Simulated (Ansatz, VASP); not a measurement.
**BiTe in two plane-wave programs**

Wanted: the spread between two codes on one cell, functional and k mesh. The cell is taken from a series of runs on this material, whose earlier steps may have relaxed, scaled, displaced or heated it; both programs get it as it stands.

Method: plane waves, with VASP 6.6.1 beside it; relaxation of cell and atoms at PBEsol and zone-centre phonons at PBEsol, in Ansatz 0.2.0.

## (1) The structure

It takes space group Pmmn (No. 59, orthorhombic). Conventional cell: a = 4.522 Å, b = 6.394 Å, c = 4.522 Å, α = 90.00°, β = 90.00°, γ = 90.00°. Nearest to Bi lie 6 Te at 3.16 to 3.23 Å. Te has 6 Bi at 3.16 to 3.23 Å nearest. Farther neighbours and most contacts between anions are not listed.

Structure file:

```cif
data_structure
_symmetry_space_group_name_H-M 'P 1'
_symmetry_Int_Tables_number 1
_cell_length_a 4.5215
_cell_length_b 4.5215
_cell_length_c 6.3944
_cell_angle_alpha 90.000
_cell_angle_beta 90.000
_cell_angle_gamma 90.000
_cell_volume 130.73
loop_
_atom_site_label
_atom_site_type_symbol
_atom_site_fract_x
_atom_site_fract_y
_atom_site_fract_z
_atom_site_occupancy
Bi1 Bi 0.50730 0.50000 0.50000 1
Bi2 Bi 0.99270 0.00000 0.00000 1
Te3 Te 0.48231 0.50000 0.00000 1
Te4 Te 0.01769 0.00000 0.50000 1
```

## (2) Ansatz: relaxation of cell and atoms, PBEsol

Ansatz runs on its PAW soft_1 files.

The relaxed volume is the usual yardstick between codes: in a stiff, nearly cubic crystal its relative difference is about their pressure difference at one cell divided by the bulk modulus.

input.yaml

```yaml
crystal:
  lattice:
    - [0.0, -3.1971893407, -3.1971893407]
    - [0.0, 3.1971893407, -3.1971893407]
    - [6.3943786813, 0.0, 0.0]
  atoms:
    - { symbol: Bi, position: [0.5072964713, 0.5, 0.5] }
    - { symbol: Bi, position: [-0.0072964713, 0.0, 0.0] }
    - { symbol: Te, position: [0.48230679, 0.5, 0.0] }
    - { symbol: Te, position: [0.01769321, 0.0, 0.5] }
kpoints:
  mp_grid: { grid: [10, 10, 8] }
hamiltonian:
  xc: pbesol
  pseudopotentials: { kind: paw, azcp: { folder: soft_1 }, xc_functional: pbe }
scf:
  occupations: { method: methfessel_paxton, width: 0.2 }
output:
  forces: true
  stress: true
  eigenvalues: true
relax:
  adjacent_minimum: "off"
  f_tol: 0.002
  max_steps: 120
  cell: { stress_tol: 0.03 }
```

Started as:

```bash
> ansatz run input.yaml --threads 4 --pin off --max-ram 10240MiB --backend cpu --events-out ev --progress --plain --runs-dir out
```

Numbers of over 12 decimals in the logs are rounded to 6 here.

Output:

```text
Engine: ansatz 0.2.0, aarch64-unknown-linux-gnu
Pseudopotentials: kind: paw
Pseudopotential: Bi, paw, valence charge 15, recommended cutoff 420 eV (normal), soft_1/Bi.paw.azcp
Pseudopotential: Te, paw, valence charge 16, recommended cutoff 420 eV (normal), soft_1/Te.paw.azcp
Functional definition: PBEsol
  exchange = pbesol_x
  correlation = pbesol_c
Crystal: 4 atoms, lattice volume = 130.727 Å³
Basis set: ecut = 420 eV, 2541 PW (Γ), exchange–correlation on 64×64×90 points (8 copies of the dense FFT grid, shifted against one another)
Bands: 38, of which v1, the nominal top of the filled ones, is band 31 counted from 1 (30 counted from 0)
Symmetry: 8 space group operations
Space group: Pmmn (ITA 59), of the structure as read, at distance tolerance 5.1e-5 Å
k-points: 180 of 800
Non-local potential: Bi, projectors of the file, l = 0: 2, l = 1: 2, l = 2: 2, l = 3: 1
Non-local potential: Te, projectors of the file, l = 0: 2, l = 1: 2, l = 2: 2, l = 3: 1
PAW form: soft (Blöchl's): semilocal exchange-correlation on the pseudo side does not see the compensation charge
PAW frozen core: Bi, regenerated for the run's functional, and the local potential with it (the file was generated under x = pbe(κ = 0.804, μ = 0.219515), c = pbe(β = 0.066725))
PAW frozen core: Te, regenerated for the run's functional, and the local potential with it (the file was generated under x = pbe(κ = 0.804, μ = 0.219515), c = pbe(β = 0.066725))
PAW one-centre angular grid: Bi, 590 points (default); XC on 64 Gauss nodes
PAW one-centre angular grid: Te, 590 points (default); XC on 64 Gauss nodes
Initial density: superposition of atomic densities (chi_scale 0.1, normalization cell, long waves kept (reshape's long-wave potential 0.00 eV rms))
Initial wavefunctions: pseudopotential atomic-orbital guess
Functional: x = pbesol(κ = 0.804, μ = 0.123457), c = pbesol(β = 0.046)
SCF iter   1: F=—  HF=-38292.473581 eV  |F-HF|=—  |Δ(HF+E_count)|=         —  Δρ=9.52e-3  dr2=1.10e-1  ethr=3.10e-3  ⟨swp⟩=10.2  Hψ=32758  notcnv=0
preconditioner: auto → Kerker (q_TF=auto, 2.409 Å⁻¹)  [metal: Δε(μ)=0.019 eV  Ē_g=8.698 eV  σ=0.200 eV  W_gap=0.08  n_scr=36 (ndim 8)  ℏωp=15.2 eV  f_vac=0.000  D(μ)=2.46/eV (n_scr^D=14)]
SCF iter   2: F=—  HF=-38292.463069 eV  |F-HF|=—  |Δ(HF+E_count)|=   1.05e-2  S|Δr|=    0.00e0  Δρ=6.22e-3  dr2=4.93e-2  ethr=1.78e-4  ⟨swp⟩=1.1  Hψ=8383  notcnv=0  defer=10
SCF iter   3: F=—  HF=-38292.457770 eV  |F-HF|=—  |Δ(HF+E_count)|=   5.30e-3  S|Δr|=    0.00e0  Δρ=8.13e-4  dr2=8.53e-4  ethr=7.94e-5  ⟨swp⟩=2.8  Hψ=12179  notcnv=0  defer=10
SCF iter   4: F=—  HF=-38292.457984 eV  |F-HF|=—  |Δ(HF+E_count)|=   2.14e-4  S|Δr|=    0.00e0  Δρ=2.76e-4  dr2=1.38e-4  ethr=1.38e-6  ⟨swp⟩=2.0  Hψ=9783  notcnv=0  defer=10
SCF iter   5: F=—  HF=-38292.458048 eV  |F-HF|=—  |Δ(HF+E_count)|=   6.40e-5  S|Δr|=    0.00e0  Δρ=1.29e-4  dr2=3.99e-5  ethr=2.23e-7  ⟨swp⟩=2.3  Hψ=10478  notcnv=0  defer=10
SCF iter   6: F=—  HF=-38292.458067 eV  |F-HF|=—  |Δ(HF+E_count)|=   1.91e-5  S|Δr|=    0.00e0  Δρ=2.97e-5  dr2=1.72e-6  ethr=6.43e-8  ⟨swp⟩=2.0  Hψ=8433  notcnv=0  defer=10
SCF iter   7: F=-38292.458067 eV  HF=-38292.458067 eV  |F-HF|=1.00e-8  |Δ(HF+E_count)|=   4.84e-7  S|Δr|=    0.00e0  Δρ=6.22e-6  dr2=6.56e-8  ethr=1.61e-10  ⟨swp⟩=8.6  Hψ=33953  notcnv=0
SCF 1 converged in 7 iterations: F = -38292.458067 eV  dr2 = 6.56e-8
  greatest PAW one-centre occupation: 0.998 electrons in one spin orbital (limit 2), on the Te atom at site 3 (counted from 0), in its partial waves of l = 2
relax step   1: F+E_penalty+E_count = -38292.45806743 eV  Δ(F+E_penalty+E_count) = +0.000e0 eV  max|allowed force component| = 1.200e-2 eV/Å  Δτ_max = 0.0000 Å  P = +0.047 GPa  Ω = 130.727 Å³  (7 SCF iters, dr2 threshold 1.00e-7 eV, accepted)
[...]
relax step   4: F+E_penalty+E_count = -38292.45852400 eV  Δ(F+E_penalty+E_count) = -1.129e-4 eV  max|allowed force component| = 4.427e-3 eV/Å  Δτ_max = 0.0123 Å  P = +0.034 GPa  Ω = 130.704 Å³  energy of the carried Pulay correction = +2.975e-6 eV  (6 SCF iters, dr2 threshold 2.93e-9 eV, accepted)
[...]
relax step   5: F+E_penalty+E_count = -38292.45856040 eV  Δ(F+E_penalty+E_count) = -3.641e-5 eV  max|allowed force component| = 1.054e-3 eV/Å  Δτ_max = 0.0088 Å  P = +0.019 GPa  Ω = 130.745 Å³  energy of the carried Pulay correction = -2.318e-6 eV  (6 SCF iters, dr2 threshold 4.13e-9 eV, accepted)
[...]
relax step   6: F+E_penalty+E_count = -38292.45855981 eV  Δ(F+E_penalty+E_count) = +5.867e-7 eV  max|allowed force component| = 1.054e-3 eV/Å  Δτ_max = 0.0000 Å  P = +0.019 GPa  Ω = 130.745 Å³  stress off target by 2.50e-2 GPa  SCF on the basis re-selected at this cell (its energy is not comparable with the rows above)  (5 SCF iters)
basis re-selected at this cell: Δ(F+E_penalty+E_count) = +5.867e-7 eV, ΔP = +0.000 GPa vs the last step (what re-selecting the basis moved, of the pressure what is left beyond the Pulay correction that the steps carried, after the strain that the cell walked since its last selection, with what the two solves' SCF thresholds leave and, on support functions, any second-order correction that the steps lacked; it is no m [...]
SCF converged after 5 iterations
Stability not checked: this state was not tested for a lower state beside it, because cold or Methfessel-Paxton smearing, or corrected tetrahedra, fill the levels in a way that the test cannot read (fill_not_monotonic; see scf.lower_state_search)
Free energy (F): -38292.458560 eV
Harris-Foulkes:  -38292.458560 eV  (|F-HF|=0.00e0)
Internal energy: -38292.459433 eV  (E = F + TS)
E sigma→0 (E₀):  -38292.458778 eV
Entropy (-TS):   0.000874 eV (0.218 meV/atom)
Fermi energy:    10.218084 eV
--- Per-component energies (eV) ---
  E_band       = -704.631296
  E_kinetic    = 851.905765
  E_local      = -5752.584647  (includes V_loc(G=0)·N_el)
  E_nonlocal   = 956.173872
  E_hartree    = 2541.982921
  E_xc         = -545.369834
  E_vxc        = -467.347561  (∫ρ·V_xc dr)
  E_paw        = -30201.747648  (= ΣΔE_a)
  E_vpaw       = -1376.745297  (= ΣTr[D̂ρ^β])
  E_aug_tail   = 0.000587  (compensation charges beyond the density's cutoff)
  E_ewald      = -6143.749661
  E_core_change = 0.929211  (= ΣΔE_core)
  E_smearing   = 0.000874  (= −TS)
  E_closure    = 0.000000  (closes the sum)
  Σ components = -38292.458560   (vs F -38292.458560, Δ=0.00e0)
--- Forces (eV/Å), atoms counted from 1 ---
  atom   1  Bi     0.00000000     0.00105422     0.00105422
  atom   2  Bi    -0.00000000    -0.00105422    -0.00105422
  atom   3  Te     0.00000000     0.00042011     0.00042011
  atom   4  Te    -0.00000000    -0.00042011    -0.00042011
  max |Σ_I F_I| component: 6.94e-18 eV/Å
--- Stress (GPa, compression-positive) ---
        0.024952       0.000000       0.000000
        0.000000       0.016506      -0.002805
        0.000000      -0.002805       0.016506
  P = ⅓ Tr σ = 0.0193 GPa (0.193 kbar)
--- Band table (eV; the first three rows and the last of 180) ---
  k-point 0: bands = [... 27 lower, 7.5772, 7.5779, 7.6151, 12.1894, 12.4387, 12.4483, 12.5321, 13.8325, ... 3 higher]
  k-point 1: bands = [... 27 lower, 7.4988, 7.4997, 7.8598, 11.7849, 12.2213, 12.4779, 12.5735, 13.7425, ... 3 higher]
  k-point 2: bands = [... 27 lower, 7.2865, 7.2913, 8.4553, 10.5653, 12.3250, 12.5799, 12.7041, 13.4930, ... 3 higher]
  k-point 179: bands = [... 27 lower, 5.0196, 8.6265, 8.6265, 9.9633, 9.9633, 14.2538, 14.2538, 14.2596, ... 3 higher]
--- Relaxed structure (5 steps of the walk, 5 accepted, 1 SCFs on fresh bases) ---
  F+E_penalty+E_count = -38292.45855981 eV   max|allowed force component| = 1.054e-3 eV/Å   (the final SCF, on the basis selected at the relaxed cell)
  cell:  # Å, volume = 130.7445 Å³
    - [0, -3.196035, -3.196035]
    - [0, 3.201449, -3.201449]
    - [6.389038, 0, 0]
  atoms:
    - { symbol: Bi, position: [0.513692, 0.5, 0.5] }
    - { symbol: Bi, position: [-0.013692, -8.673617379884035e-19, 0] }
    - { symbol: Te, position: [0.473804, 0.5, 0] }
    - { symbol: Te, position: [0.026196, 0.0, 0.5] }
```

## (3) VASP: relaxation of cell and atoms, PBEsol

The same cell, functional, mesh and smearing now go to VASP, with its own data sets.

Lines of VASP's logs that name or quote its potential files are left out, and so is its time.

INCAR

```
SYSTEM = BiTe
PREC = Accurate
ENCUT = 500
EDIFF = 1E-07
NELM = 120
ISMEAR = 1
SIGMA = 0.2
LREAL = .FALSE.
ALGO = Normal
GGA = PS
NBANDS = 27
LORBIT = 11
LWAVE = .FALSE.
LCHARG = .FALSE.
ISIF = 3
IBRION = 2
NSW = 80
EDIFFG = -0.005
LASPH = .TRUE.
GGA_COMPAT = .FALSE.
NELMIN = 4
KPAR = 2
```

POSCAR

```
BiTe
1.0
    0.0000000000     -3.1971890000     -3.1971890000
    0.0000000000      3.1971890000     -3.1971890000
    6.3943790000      0.0000000000      0.0000000000
Bi Te
2 2
Direct
    0.5072965658      0.5000001564      0.4999999218
    0.9927035906      0.0000000000      0.0000000000
    0.4823068014      0.5000001564      0.0000000000
    0.0176933550      0.0000000000      0.4999999218
```

KPOINTS

```
Automatic mesh
0
Gamma
10 10 8
0 0 0
```

PAW data sets: Bi_d and Te (PBE family, release 64).

Started as:

```bash
> mpirun -np 2 vasp_std
```

Output:

```text
[banner, memory and clock lines left out]
running    2 mpi-ranks, on    1 nodes
 distrk:  each k-point on    1 cores,    2 groups
 distr:  one band on    1 cores,    1 groups

 POSCAR found type information on POSCAR BiTe
 POSCAR found :  2 types and       4 ions
|                                                                             |
|               ----> ADVICE to this user running VASP <----                  |
|                                                                             |
|     You enforced a specific xc type in the INCAR file but a different       |
|     [... a line on the potential file left out ...]
|     I HOPE YOU KNOW WHAT YOU ARE DOING!                                     |
|                                                                             |

 LDA part: xc-table for (Slater+PW92), standard interpolation
 POSCAR, INCAR and KPOINTS ok, starting setup
 FFT: planning ... GRIDC
 FFT: planning ... GRID_SOFT
 FFT: planning ... GRID
 WAVECAR not read
 entering main loop
       N       E                     dE             d eps       ncg     rms          rms(c)
DAV:   1     0.387484385773E+03    0.38748E+03   -0.19637E+04  9720   0.154E+03
DAV:   2     0.230698780931E+02   -0.36441E+03   -0.35725E+03 10174   0.401E+02
DAV:   3    -0.144103065345E+02   -0.37480E+02   -0.36693E+02 12165   0.143E+02
DAV:   4    -0.159563560727E+02   -0.15460E+01   -0.15242E+01 11189   0.299E+01
DAV:   5    -0.160297029551E+02   -0.73347E-01   -0.73294E-01 14548   0.649E+00    0.983E+00
DAV:   6    -0.159822749000E+02    0.47428E-01   -0.14686E-01 12068   0.250E+00    0.626E+00
DAV:   7    -0.159850456941E+02   -0.27708E-02   -0.67725E-02 12018   0.142E+00    0.510E-01
DAV:   8    -0.159823751238E+02    0.26706E-02   -0.15469E-02 11402   0.844E-01    0.254E-01
DAV:   9    -0.159825722994E+02   -0.19718E-03   -0.16854E-03 10986   0.265E-01    0.190E-01
DAV:  10    -0.159825645324E+02    0.77669E-05   -0.50328E-05 13477   0.671E-02    0.984E-02
DAV:  11    -0.159825634275E+02    0.11049E-05   -0.16695E-06 12501   0.969E-03    0.812E-02
DAV:  12    -0.159825596648E+02    0.37627E-05   -0.12688E-05 12213   0.277E-02    0.232E-02
DAV:  13    -0.159825593522E+02    0.31262E-06   -0.12132E-06  9185   0.470E-03    0.256E-02
DAV:  14    -0.159825593524E+02   -0.21009E-09   -0.98561E-08  5816   0.234E-03
   1 F= -.15982559E+02 E0= -.15982912E+02  d E =-.159826E+02
[... from here on, the cycles between the ionic steps are left out ...]
   2 F= -.15982591E+02 E0= -.15982975E+02  d E =-.319389E-04
   3 F= -.15982591E+02 E0= -.15982975E+02  d E =-.319397E-04
  19 F= -.15982801E+02 E0= -.15983202E+02  d E =-.273445E-04
  20 F= -.15982835E+02 E0= -.15983224E+02  d E =-.622692E-04
  21 F= -.15982883E+02 E0= -.15983246E+02  d E =-.110057E-03
  22 F= -.15982882E+02 E0= -.15983199E+02  d E =-.109052E-03
  23 F= -.15982901E+02 E0= -.15983239E+02  d E =-.128180E-03
  24 F= -.15982935E+02 E0= -.15983264E+02  d E =-.335607E-04
  25 F= -.15982945E+02 E0= -.15983268E+02  d E =-.433171E-04
  26 F= -.15982977E+02 E0= -.15983300E+02  d E =-.321041E-04
  27 F= -.15983029E+02 E0= -.15983352E+02  d E =-.838687E-04
  28 F= -.15983030E+02 E0= -.15983354E+02  d E =-.857417E-04
 curvature: -13.03 expect dE=-0.259E-03 dE for cont linesearch -0.222E-07
 trial: gam= 0.42946 g(F)=  0.293E-05 g(S)=  0.170E-04 ort =-0.835E-06 (trialstep = 0.121E+01)
 search vector abs. value=  0.949E-04
 bond charge predicted
       N       E                     dE             d eps       ncg     rms          rms(c)
DAV:   1    -0.159831250434E+02   -0.94674E-04   -0.64470E-03  9885   0.492E-01    0.478E-02
DAV:   2    -0.159830641359E+02    0.60908E-04   -0.28740E-04 12241   0.157E-01    0.282E-02
DAV:   3    -0.159830264514E+02    0.37684E-04   -0.82883E-05 11676   0.930E-02    0.487E-03
DAV:   4    -0.159830278244E+02   -0.13730E-05   -0.15034E-05 11703   0.332E-02    0.265E-03
DAV:   5    -0.159830278972E+02   -0.72815E-07   -0.42511E-07  9771   0.583E-03
  29 F= -.15983028E+02 E0= -.15983329E+02  d E =0.252805E-05
 trial-energy change:    0.000003  1 .order   -0.000012   -0.000024   -0.000001
 step:   1.2640(harm=  1.2640)  dis= 0.00120  next Energy=   -15.983043 (dE=-0.124E-04)
 reached required accuracy - stopping structural energy minimisation
```

From OUTCAR (step 3):

```text
ion  position               nearest neighbor table
   1  0.507  0.500  0.500-   4 3.16   4 3.16   3 3.20   3 3.20   4 3.23   4 3.23
   2  0.993  0.000  0.000-   3 3.16   3 3.16   4 3.20   4 3.20   3 3.23   3 3.23
   3  0.482  0.500  0.000-   2 3.16   2 3.16   1 3.20   1 3.20   2 3.23   2 3.23
   4  0.018  0.000  0.500-   1 3.16   1 3.16   2 3.20   2 3.20   1 3.23   1 3.23

  LATTYP: Found a simple tetragonal cell.
 ALAT       =     4.5215080453
 C/A-ratio  =     1.4142137835

 Subroutine GETGRP returns: Found  8 space group operations
 (whereof  4 operations were pure point group operations)

The static configuration has the point symmetry C_2v.
 The point group associated with its full space group is D_2h.

 Found    180 irreducible k-points:

   k-points           NKPTS =    180   k-points in BZ     NKDIM =    180   number of bands    NBANDS=     27

   dimension x,y,z NGX =    36 NGY =   36 NGZ =   48
   dimension x,y,z NGXF=    72 NGYF=   72 NGZF=   96

   ENCUT  =  500.0 eV  36.75 Ry    6.06 a.u.   8.24  8.24 11.66*2*pi/ulx,y,z

   NELECT =      42.0000    total number of electrons

 k-points in reciprocal lattice and weights: Automatic mesh
   0.00000000  0.00000000  0.00000000       0.001
   0.10000000  0.00000000  0.00000000       0.003
   0.00000000  0.10000000  0.00000000       0.003
   0.20000000  0.00000000  0.00000000       0.003
   0.00000000  0.20000000  0.00000000       0.003
   0.30000000  0.00000000  0.00000000       0.003
   0.00000000  0.30000000  0.00000000       0.003
   0.40000000  0.00000000  0.00000000       0.003
   0.00000000  0.40000000  0.00000000       0.003
[...]
-0.40000000  0.50000000  0.50000000       0.003
   0.50000000  0.50000000  0.50000000       0.001

 average (electrostatic) potential at core
       1-104.0692       2-104.0692       3 -87.8504       4 -87.8504

 E-fermi :   6.9294

 k-point     1 :       0.0000    0.0000    0.0000
  band No.  band energies     occupation
    ...
     16       2.6903      2.00000
     17       2.8238      2.00000
     18       4.2556      2.00000
     19       4.3271      2.00000
     20       4.3285      2.00000
     21       8.8996     -0.00000
     22       9.1517     -0.00000
     23       9.1758     -0.00000
     24       9.2303     -0.00000
     25      10.5327     -0.00000
    ...

 k-point     2 :       0.1000    0.0000    0.0000
  band No.  band energies     occupation
    ...
     16       2.7749      2.00000
     17       2.9171      2.00000
     18       4.2276      2.00000
     19       4.3363      2.00000
     20       4.4529      2.00000
     21       8.6435     -0.00000
     22       8.7654     -0.00000
     23       9.1827     -0.00000
     24       9.2663     -0.00000
     25      10.2691     -0.00000
    ...

 k-point     3 :       0.0000    0.1000    0.0000
  band No.  band energies     occupation
    ...
     16       2.8055      2.00000
     17       2.9043      2.00000
     18       4.2227      2.00000
     19       4.3980      2.00000
     20       4.4090      2.00000
     21       8.7183     -0.00000
     22       8.7246     -0.00000
     23       9.1867     -0.00000
     24       9.2279     -0.00000
     25      10.2472     -0.00000
    ...

  Total        0.0030181      0.0023052      0.0023052      0.0000000     -0.0036383      0.0000000
  in kB        0.0369969      0.0282583      0.0282583      0.0000000     -0.0445992      0.0000000
  external PRESSURE =       0.0311712 kB  Pullay stress =       0.0000000 kB

  energy-cutoff  :      500.00
  volume of cell :      130.70
      direct lattice vectors                 reciprocal lattice vectors
     0.000000000 -3.183153059 -3.183153059     0.000000000 -0.157076958 -0.157076958
     0.000000000  3.213743607 -3.213743607     0.000000000  0.155581795 -0.155581795
     6.388268862  0.000000000  0.000000000     0.156536931  0.000000000  0.000000000

 POSITION                                       TOTAL-FORCE (eV/Angst)
 -----------------------------------------------------------------------------------
      3.19413     -0.02968     -3.24342         0.000000      0.001980      0.001980
      0.00000     -3.13818     -3.13818         0.000000     -0.001980     -0.001980
      0.00000      0.09940     -3.11434         0.000000      0.000070      0.000070
      3.19413     -0.08411     -0.08411         0.000000     -0.000070     -0.000070
 -----------------------------------------------------------------------------------
    total drift:                                0.000648     -0.000953      0.000348

  FREE ENERGIE OF THE ION-ELECTRON SYSTEM (eV)
  ---------------------------------------------------
  free  energy   TOTEN  =       -15.9830278972 eV

  energy  without entropy=      -15.9839323896  energy(sigma->0) =      -15.98332939

 reached required accuracy - stopping structural energy minimisation

 total charge
# of ion       s       p       d       tot
------------------------------------------
    1        1.563   1.227   9.927  12.717
    2        1.563   1.227   9.927  12.717
    3        1.419   1.867   0.040   3.326
    4        1.419   1.867   0.040   3.326
--------------------------------------------------
tot          5.963   6.188  19.936  32.087

[... 3 further parts left out ...]
```

CONTCAR:

```
BiTe
   1.00000000000000
     0.0000000000000000   -3.1831530589594839   -3.1831530589594839
     0.0000000000000000    3.2137436074413470   -3.2137436074413470
     6.3882688621515520    0.0000000000000000    0.0000000000000000
  Bi              Te
     2     2
Direct
     0.5141284489252324    0.5000001563999987    0.4999999217999971
     0.9858717074747664    0.0000000000000000    0.0000000000000000
     0.4735778995685659    0.5000001563999987    0.0000000000000000
     0.0264222568314329    0.0000000000000000    0.4999999217999971
```

## (4) Differences

Known differences besides the potentials themselves: the data sets hold 62 valence electrons in Ansatz (on its PAW soft_1 files) and 42 in VASP; the cutoff is 420 eV in Ansatz and 500 eV in VASP; Ansatz makes its cores anew for this functional, VASP keeps those of its PBE data sets; Ansatz adds a Pulay correction to the stress that steers its cell, VASP none. Total energies have different zeros and are not compared.

Both answers:

| quantity | Ansatz | VASP | difference |
| --- | --- | --- | --- |
| volume (Å³) | 130.74 | 130.70 | +0.03 % |
| edge a after relaxation, in the typed setting (Å) | 4.520 | 4.502 | +0.40 % |
| edge b after relaxation, in the typed setting (Å) | 4.527 | 4.545 | -0.38 % |
| edge c after relaxation, in the typed setting (Å) | 6.389 | 6.388 | +0.01 % |

(Part 1 of 2 ends here.)

[Lines on the potential files, build, host, timing and source positions are cut from VASP's logs without a mark.]

[Logs are printed without paths, hosts, clocks, repeated set-up lines and the standing remarks that a program may print on its own settings, such as how far it seeks lower states.]

[Hosts, paths, dates, database ids (printed as entryN), source tags and the programs' standing remarks are cut or masked in the printed files.]
